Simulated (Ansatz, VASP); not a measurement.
# Zn2SeS ([001] superlattice of 1 + 1 monolayers (invented)) in two plane-wave programs

Aim: how closely do two programs agree when they are given the same cell, functional and k mesh? The cell is generated by rule, not measured, and may not be a known phase. The cell is taken from a series of runs on this material, whose earlier steps may have relaxed, scaled, displaced or heated it; both programs get it as it stands.

Program: Ansatz 0.2.0. Level of theory: plane waves, with VASP 6.6.1 beside it; relaxation of cell and atoms at r2SCAN. Results are calculated unless marked as measured.

## (1) The structure

Symmetry: P-4m2, No. 115, tetragonal system. Conventional cell: a = 3.908 Å, b = 3.908 Å, c = 5.527 Å, α = 90.00°, β = 90.00°, γ = 90.00°. Nearest to Zn lie 2 S at 2.35 Å and 2 Se at 2.44 Å. Se has 4 Zn at 2.44 Å nearest. Nearest to S lie 4 Zn at 2.35 Å. Farther neighbours and most contacts between anions are not listed.

Coordinates:

```cif
data_structure
_symmetry_space_group_name_H-M 'P 1'
_symmetry_Int_Tables_number 1
_cell_length_a 3.9079
_cell_length_b 3.9079
_cell_length_c 5.5267
_cell_angle_alpha 90.000
_cell_angle_beta 90.000
_cell_angle_gamma 90.000
_cell_volume 84.40
loop_
_atom_site_label
_atom_site_type_symbol
_atom_site_fract_x
_atom_site_fract_y
_atom_site_fract_z
_atom_site_occupancy
Zn1 Zn 0.50000 0.00000 0.73703 1
Zn2 Zn 0.00000 0.50000 0.26297 1
Se3 Se 0.50000 0.50000 0.00000 1
S4 S 0.00000 0.00000 0.50000 1
```

## (2) VASP: relaxation of cell and atoms, r2SCAN, pair 1

The relaxed volume is the usual yardstick between codes: in a stiff, nearly cubic crystal its relative difference is about their pressure difference at one cell divided by the bulk modulus.

Lines of VASP's logs that name or quote its potential files are left out, and so is its time.

File INCAR:

```
SYSTEM = Zn2SeS
PREC = Accurate
ENCUT = 550
EDIFF = 1E-07
NELM = 120
ISMEAR = 0
SIGMA = 0.02
LREAL = .FALSE.
ALGO = Normal
METAGGA = R2SCAN
LASPH = .TRUE.
NBANDS = 24
LORBIT = 11
LWAVE = .FALSE.
LCHARG = .FALSE.
ISIF = 3
IBRION = 2
NSW = 80
EDIFFG = -0.005
GGA_COMPAT = .FALSE.
NELMIN = 4
EFERMI = MIDGAP
LMIXTAU = .TRUE.
KPAR = 2
```

File POSCAR:

```
Zn2SeS
1.0
    3.9079290000      0.0000000000      0.0000000000
    0.0000000000      3.9079290000      0.0000000000
    0.0000000000      0.0000000000      5.5266690000
Zn Se S
2 1 1
Direct
    0.4999998721      0.0000000000      0.7370347310
    0.0000000000      0.4999998721      0.2629654499
    0.4999998721      0.4999998721      0.0000000000
    0.0000000000      0.0000000000      0.5000000905
```

File KPOINTS:

```
Automatic mesh
0
Gamma
6 6 4
0 0 0
```

PAW data sets: Zn, Se and S (PBE family, release 64).

Started as:

```sh
$ mpirun -np 2 vasp_std
```

Numbers of over 12 decimals in the logs are rounded to 6 here.

What it wrote:

```text
[banner, memory and clock lines left out]
running    2 mpi-ranks, on    1 nodes
 distrk:  each k-point on    1 cores,    2 groups
 distr:  one band on    1 cores,    1 groups

 POSCAR found type information on POSCAR ZnSeS
 POSCAR found :  3 types and       4 ions
|                                                                             |
|               ----> ADVICE to this user running VASP <----                  |
|                                                                             |
|     You enforced a specific xc type in the INCAR file but a different       |
|     [... a line on the potential file left out ...]
|     I HOPE YOU KNOW WHAT YOU ARE DOING!                                     |
|                                                                             |

 LDA part: xc-table for (None), standard interpolation
 POSCAR, INCAR and KPOINTS ok, starting setup
 FFT: planning ... GRIDC
 FFT: planning ... GRID_SOFT
 FFT: planning ... GRID
 WAVECAR not read
 entering main loop
       N       E                     dE             d eps       ncg     rms          rms(c)
DAV:   1     0.203109195220E+03    0.20311E+03   -0.18243E+04  1440   0.188E+03
DAV:   2    -0.285440640565E+02   -0.23165E+03   -0.22400E+03  1560   0.373E+02
DAV:   3    -0.492232283048E+02   -0.20679E+02   -0.20582E+02  1744   0.112E+02
DAV:   4    -0.495845768219E+02   -0.36135E+00   -0.36120E+00  1592   0.156E+01
DAV:   5    -0.495892362852E+02   -0.46595E-02   -0.46588E-02  1848   0.161E+00    0.873E+00
DAV:   6    -0.454031544416E+02    0.41861E+01   -0.34900E+00  1680   0.464E+01    0.793E+00
DAV:   7    -0.432593503825E+02    0.21438E+01   -0.10295E+00  1488   0.126E+01    0.394E+00
DAV:   8    -0.436336311036E+02   -0.37428E+00   -0.79180E-01  1584   0.621E+00    0.115E+00
DAV:   9    -0.437312782664E+02   -0.97647E-01   -0.18945E-01  1456   0.373E+00    0.783E-01
DAV:  10    -0.436607778461E+02    0.70500E-01   -0.70333E-02  1480   0.240E+00    0.433E-01
DAV:  11    -0.437264607575E+02   -0.65683E-01   -0.51051E-02  1440   0.203E+00    0.134E-01
DAV:  12    -0.437229311808E+02    0.35296E-02   -0.13058E-02  1576   0.911E-01    0.760E-02
DAV:  13    -0.437308646188E+02   -0.79334E-02   -0.39916E-03  1544   0.486E-01    0.427E-02
DAV:  14    -0.437313287837E+02   -0.46416E-03   -0.95114E-04  1608   0.278E-01    0.331E-02
DAV:  15    -0.437315613133E+02   -0.23253E-03   -0.45414E-04  1576   0.173E-01    0.135E-02
DAV:  16    -0.437315456988E+02    0.15614E-04   -0.10235E-04  1728   0.745E-02    0.156E-02
DAV:  17    -0.437316245778E+02   -0.78879E-04   -0.49905E-05  1520   0.640E-02    0.791E-03
DAV:  18    -0.437316306764E+02   -0.60986E-05   -0.51061E-06  1800   0.206E-02    0.315E-03
DAV:  19    -0.437316311502E+02   -0.47382E-06   -0.44313E-07  1528   0.712E-03    0.299E-03
DAV:  20    -0.437316308016E+02    0.34857E-06   -0.61299E-07  1544   0.547E-03    0.116E-03
DAV:  21    -0.437316309903E+02   -0.18871E-06   -0.16136E-07  1120   0.424E-03    0.327E-04
DAV:  22    -0.437316309979E+02   -0.76311E-08   -0.15051E-08   808   0.134E-03
   1 F= -.43731631E+02 E0= -.43731631E+02  d E =-.437316E+02
[...]
2 F= -.43731646E+02 E0= -.43731646E+02  d E =-.147040E-04
[...]
3 F= -.43731636E+02 E0= -.43731636E+02  d E =-.482988E-05
 curvature:  -0.83 expect dE=-0.127E-04 dE for cont linesearch -0.181E-07
 trial: gam= 0.43358 g(F)=  0.202E-05 g(S)=  0.133E-04 ort =-0.903E-06 (trialstep = 0.113E+01)
 search vector abs. value=  0.216E-04
 bond charge predicted
       N       E                     dE             d eps       ncg     rms          rms(c)
DAV:   1    -0.437317137620E+02   -0.77938E-04   -0.51037E-03  1696   0.716E-01    0.720E-02
DAV:   2    -0.437316907478E+02    0.23014E-04   -0.43144E-04  1720   0.376E-01    0.301E-02
DAV:   3    -0.437316772721E+02    0.13476E-04   -0.16616E-05  1664   0.338E-02    0.151E-02
DAV:   4    -0.437316694828E+02    0.77894E-05   -0.92706E-06  1536   0.250E-02    0.540E-03
DAV:   5    -0.437316667669E+02    0.27159E-05   -0.58430E-06  1488   0.206E-02    0.232E-03
DAV:   6    -0.437316679863E+02   -0.12194E-05   -0.17326E-06  1488   0.127E-02    0.812E-04
DAV:   7    -0.437316678188E+02    0.16746E-06   -0.28938E-07  1264   0.623E-03    0.598E-04
DAV:   8    -0.437316680387E+02   -0.21983E-06   -0.56435E-08  1032   0.271E-03    0.243E-04
DAV:   9    -0.437316679664E+02    0.72284E-07   -0.18981E-08   784   0.151E-03
   4 F= -.43731668E+02 E0= -.43731668E+02  d E =-.321386E-04
 trial-energy change:   -0.000032  1 .order   -0.000009   -0.000017   -0.000002
 step:   1.1445(harm=  1.2550)  dis= 0.00062  next Energy=   -43.731668 (dE=-0.321E-04)
 reached required accuracy - stopping structural energy minimisation
```

From OUTCAR (step 2):

```text
ion  position               nearest neighbor table
   1  0.500  0.000  0.737-   4 2.35   4 2.35   3 2.44   3 2.44
   2  0.000  0.500  0.263-   4 2.35   4 2.35   3 2.44   3 2.44
   3  0.500  0.500  0.000-   1 2.44   2 2.44   1 2.44   2 2.44
   4  0.000  0.000  0.500-   1 2.35   2 2.35   1 2.35   2 2.35

  LATTYP: Found a simple tetragonal cell.
 ALAT       =     3.9079290000
 C/A-ratio  =     1.4142193986

 Subroutine GETGRP returns: Found  8 space group operations
 (whereof  8 operations were pure point group operations)

The static configuration has the point symmetry D_2d.

 Found     30 irreducible k-points:

   k-points           NKPTS =     30   k-points in BZ     NKDIM =     30   number of bands    NBANDS=     24

   dimension x,y,z NGX =    30 NGY =   30 NGZ =   42
   dimension x,y,z NGXF=    60 NGYF=   60 NGZF=   84

   ENCUT  =  550.0 eV  40.42 Ry    6.36 a.u.   7.47  7.47 10.57*2*pi/ulx,y,z

   NELECT =      36.0000    total number of electrons

 k-points in reciprocal lattice and weights: Automatic mesh
   0.00000000  0.00000000  0.00000000       0.007
   0.16666667  0.00000000  0.00000000       0.028
   0.33333333  0.00000000  0.00000000       0.028
   0.50000000  0.00000000  0.00000000       0.014
   0.16666667  0.16666667  0.00000000       0.028
   0.33333333  0.16666667  0.00000000       0.056
   0.50000000  0.16666667  0.00000000       0.028
   0.33333333  0.33333333  0.00000000       0.028
   0.50000000  0.33333333  0.00000000       0.028
[...]
0.50000000  0.33333333  0.50000000       0.028
   0.50000000  0.50000000  0.50000000       0.007

 average (electrostatic) potential at core
       1 -42.2155       2 -42.2155       3 -59.9073       4 -92.0892

 E-fermi :   2.7290

 k-point     1 :       0.0000    0.0000    0.0000
  band No.  band energies     occupation
    ...
     14      -0.7340      2.00000
     15      -0.7340      2.00000
     16       1.5782      2.00000
     17       1.6464      2.00000
     18       1.6464      2.00000
     19       3.8117      0.00000
     20       5.1633      0.00000
     21       5.7294      0.00000
     22       8.2068      0.00000
     23       8.2068      0.00000
    ...

 k-point     2 :       0.1667    0.0000    0.0000
  band No.  band energies     occupation
    ...
     14      -1.3235      2.00000
     15      -0.5486      2.00000
     16       0.4071      2.00000
     17       1.1675      2.00000
     18       1.5683      2.00000
     19       4.7866      0.00000
     20       5.6375      0.00000
     21       6.7586      0.00000
     22       7.9519      0.00000
     23       8.4097      0.00000
    ...

 k-point     3 :       0.3333    0.0000    0.0000
  band No.  band energies     occupation
    ...
     14      -1.7230      2.00000
     15      -1.2076      2.00000
     16      -0.0824      2.00000
     17       0.1356      2.00000
     18       1.3083      2.00000
     19       5.8374      0.00000
     20       6.3540      0.00000
     21       7.9710      0.00000
     22       8.5321      0.00000
     23       8.9445      0.00000
    ...

  Total       -0.0005774     -0.0005774     -0.0061996      0.0000000      0.0000000     -0.0000000
  in kB       -0.0109557     -0.0109557     -0.1176243      0.0000000      0.0000000     -0.0000000
  external PRESSURE =      -0.0465119 kB  Pullay stress =       0.0000000 kB

  energy-cutoff  :      550.00
  volume of cell :       84.45
      direct lattice vectors                 reciprocal lattice vectors
     3.909740868  0.000000000  0.000000000     0.255771427  0.000000000  0.000000000
     0.000000000  3.909740868  0.000000000     0.000000000  0.255771427  0.000000000
    -0.000000000  0.000000000  5.524348336    -0.000000000  0.000000000  0.181016826

 POSITION                                       TOTAL-FORCE (eV/Angst)
 -----------------------------------------------------------------------------------
      1.95487      0.00000      4.06981        -0.000000      0.000000      0.000615
     -0.00000      1.95487      1.45454        -0.000000      0.000000     -0.000615
      1.95487      1.95487      0.00000         0.000000      0.000000      0.000000
     -0.00000      0.00000      2.76217        -0.000000      0.000000      0.000000
 -----------------------------------------------------------------------------------
    total drift:                                0.000248      0.000248     -0.000442

  FREE ENERGIE OF THE ION-ELECTRON SYSTEM (eV)
  ---------------------------------------------------
  free  energy   TOTEN  =       -43.7316679664 eV

  energy  without entropy=      -43.7316679664  energy(sigma->0) =      -43.73166797

 reached required accuracy - stopping structural energy minimisation

 total charge
# of ion       s       p       d       tot
------------------------------------------
    1        0.506   0.461   9.811  10.777
    2        0.506   0.461   9.811  10.777
    3        1.429   2.503   0.031   3.963
    4        1.304   2.452   0.000   3.756
--------------------------------------------------
tot          3.744   5.876  19.652  29.273

[... 3 further parts left out ...]
```

CONTCAR:

```
Zn2SeS
   1.00000000000000
     3.9097408677475256    0.0000000000000000    0.0000000000000000
     0.0000000000000000    3.9097408677475256    0.0000000000000000
    -0.0000000000000000    0.0000000000000000    5.5243483362482912
  Zn              Se              S
     2     1     1
Direct
     0.4999998720999983    0.0000000000000000    0.7367039867804025
     0.0000000000000000    0.4999998720999983    0.2632961941196000
     0.4999998720999983    0.4999998720999983    0.0000000000000000
     0.0000000000000000    0.0000000000000000    0.5000000905000022
```

(Continued in part 2 of 3.)

[Lines on the potential files, build, host, timing and source positions are cut from VASP's logs without a mark.]

[Logs are printed without paths, hosts, clocks, repeated set-up lines and the standing remarks that a program may print on its own settings, such as how far it seeks lower states.]

[Hosts, paths, dates, database ids (printed as entryN), source tags and the programs' standing remarks are cut or masked in the printed files.]
